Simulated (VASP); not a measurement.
```yaml
crystal:
  lattice:
    - [-1.61756, 1.61756, 3.94878]
    - [1.61756, -1.61756, 3.94878]
    - [1.61756, 1.61756, -3.94878]
  atoms:
    - { symbol: Si, position: [0.66422, 0.66422, 0.00000] }
    - { symbol: Si, position: [0.33578, 0.33578, 0.00000] }
    - { symbol: Mo, position: [0.00000, 0.00000, 0.00000] }
```

All values below come from optB88-vdW, VASP's PBE PAW potentials (set 64) (plane waves; VASP). Numerical set-up: 520 eV cut-off, Gaussian smearing of 0.050 eV, potentials Si Mo_sv.

**Question.** Predict the band gap (along the path) with the smallest direct gap where there is one.

**Answer.** 
```
Item                                                         Result
-------------------------  ----------------------------------------
band gap (along the path)  none (metal, semimetal or under 0.01 eV)
```

Total energies compare only between runs with the same potentials, cut-off and functional.

The compound is MoSi2 in the MoSi2 type structure. It was relaxed first.
